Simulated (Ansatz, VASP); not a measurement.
# BTe6 in VASP and in Ansatz

The input INCAR:

```
SYSTEM = BTe6
ALGO     = Normal         ! electronic algorithm
EDIFF    = 1E-6           ! SCF threshold, eV
ENCUT    = 520            ! plane-wave cutoff, eV
GGA      = PE             ! functional
ISIF     = 2              ! what is computed and relaxed
ISMEAR   = 0              ! smearing method
LASPH    = .True.         ! aspherical terms in the spheres
LCHARG   = .True.         ! write CHGCAR
LELF     = .True.         ! ELF
LREAL    = .False.        ! projectors in reciprocal space
LVHAR    = .True.       
LWAVE    = .False.        ! write WAVECAR
NBANDS   = 28             ! bands
NELM     = 80             ! most SCF steps
PREC     = Accurate       ! precision mode
SIGMA    = 0.1            ! smearing width, eV
```

File KPOINTS:

```
k-points
0
Gamma
  4 4 4
  0 0 0
```

File POSCAR:

```
BTe6
1.0
    6.2690054200      0.0000000000      0.0000000000
    0.0000000000      6.2690054200      0.0000000000
    0.0000000000      0.0000000000      6.2690054200
B Te
1 6
Direct
    0.0000000000      0.0000000000      0.0000000000
    0.2099999900      0.5000000000      0.5000000000
    0.5000000000      0.2099999900      0.5000000000
    0.7900000100      0.5000000000      0.5000000000
    0.5000000000      0.7900000100      0.5000000000
    0.5000000000      0.5000000000      0.2099999900
    0.5000000000      0.5000000000      0.7900000100
```

Input for Ansatz:

```yaml
crystal:
  lattice:
    - [6.26900542, 0.0, 0.0]
    - [0.0, 6.26900542, 0.0]
    - [0.0, 0.0, 6.26900542]
  atoms:
    - { symbol: B, position: [0.0, 0.0, 0.0] }
    - { symbol: Te, position: [0.20999999, 0.5, 0.5] }
    - { symbol: Te, position: [0.5, 0.20999999, 0.5] }
    - { symbol: Te, position: [0.79000001, 0.5, 0.5] }
    - { symbol: Te, position: [0.5, 0.79000001, 0.5] }
    - { symbol: Te, position: [0.5, 0.5, 0.20999999] }
    - { symbol: Te, position: [0.5, 0.5, 0.79000001] }
basis:
  ecutwfc: 420
kpoints:
  mp_grid: { grid: [4, 4, 4] }
hamiltonian:
  xc: pbe
scf:
  occupations: { method: gaussian, width: 0.1 }
  lower_state_search: "off"
output:
  forces: true
  stress: true
  eigenvalues: true
```

Change from the starting cell: species swapped into the SiB6 type (Pm-3m, No. 221).

Alike in both runs: task single point; functional PBE; k mesh 4 × 4 × 4; occupations gaussian, width 0.1 eV; no spin polarisation.

```csv
,VASP,Ansatz
version,VASP 6.6.1,Ansatz 0.2.0
potentials or method,"VASP PAW PBE potentials, release 64 (B, Te)","scalar-relativistic, plane waves, PAW"
plane-wave cutoff (eV),520,420
valence electrons in the cell,39,99
```

|  | VASP | Ansatz | Ansatz less VASP |
| --- | --- | --- | --- |
| gap on the k mesh at the Fermi level (eV) | none | none | - |
| rms of the force components (eV/Å) | 5.488 | 5.353 | -0.1343 |

Atom by atom the forces differ by 0.134 eV/Å (rms over components). A gap of «none» marks a metal or a gap that the smearing closes. The two sets of potentials don't hold the same shells in valence.

Caveats: forces of over 1 eV/Å show positions far from the minimum, so gaps and moduli don't describe the material at rest. The runs have no spin-orbit coupling, so splittings on Te are missing.
